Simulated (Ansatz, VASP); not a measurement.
**LiCuAuO2: VASP beside Ansatz**

INCAR

```
SYSTEM = LiCuAuO2
  ALGO = Normal
  EDIFF = 1E-7
  ENCUT = 520
  GGA = PE
  ISIF = 2
  ISMEAR = -1
  LASPH = .TRUE.
  LCHARG = .FALSE.
  LREAL = .FALSE.
  LWAVE = .FALSE.
  NBANDS = 26
  NELM = 80
  PREC = Accurate
  SIGMA = 0.05
```

KPOINTS

```
k-points
0
G
  9 9 4
  0 0 0
```

The input POSCAR:

```
LiCuAuO2
1.0
    2.7968677129     -1.6335160352      0.0000000000
    2.7968677129      1.6335160352      0.0000000000
   -2.0102408036      0.0000000000      7.1890792316
Au Cu O Li
1 1 2 1
Direct
    0.9837460000      0.9837460000      0.9482990000
    0.5381130000      0.5381130000      0.6386720000
    0.8780830000      0.8780830000      0.6511660000
    0.0804940000      0.0804940000      0.2214780000
    0.4258140000      0.4258140000      0.2487190000
```

The input input.yaml:

```yaml
crystal:
  lattice:
    - [2.7968677129, -1.6335160352, 0.0]
    - [2.7968677129, 1.6335160352, 0.0]
    - [-2.0102408036, 0.0, 7.1890792316]
  atoms:
    - { symbol: Au, position: [0.983746, 0.983746, 0.948299] }
    - { symbol: Cu, position: [0.538113, 0.538113, 0.638672] }
    - { symbol: O, position: [0.878083, 0.878083, 0.651166] }
    - { symbol: O, position: [0.080494, 0.080494, 0.221478] }
    - { symbol: Li, position: [0.425814, 0.425814, 0.248719] }
hamiltonian:
  xc: pbe
  pseudopotentials: { kind: paw }
kpoints:
  mp_grid: { grid: [9, 9, 4] }
scf:
  occupations: { method: fermi_dirac, width: 0.05 }
output:
  forces: true
  stress: true
  eigenvalues: true
```

Change from the starting cell: volume scaled by 0.96.

Alike in both runs: task single point; functional PBE; k mesh 9 × 9 × 4; occupations fermi-dirac, width 0.05 eV; no spin polarisation.

```csv
,VASP,Ansatz
version,VASP 6.6.1,Ansatz 0.2.0
potentials or method,"VASP PAW PBE potentials, release 64 (Au, Cu, O, Li_sv)",Ansatz PAW
plane-wave cutoff (eV),520,420
valence electrons in the cell,37,53
```

|  | VASP | Ansatz | Ansatz less VASP |
| --- | --- | --- | --- |
| gap on the k mesh at the Fermi level (eV) | none | none | - |
| rms of the force components (eV/Å) | 0.068 | 0.051 | -0.0167 |

Atom by atom the forces differ by 0.029 eV/Å (rms over components). A gap of «none» marks a metal or a gap that the smearing closes. The two sets of potentials don't hold the same shells in valence.

Caveats: an odd number of electrons without spin polarisation forces a metal; a magnetic or distorted state may lie lower; the run has no spin polarisation, though such a crystal can be magnetic; semilocal functionals often make such compounds metallic where correlation or magnetic order opens a gap, which also shifts bond lengths. Spin-orbit coupling is left out, which matters for the levels of Au.
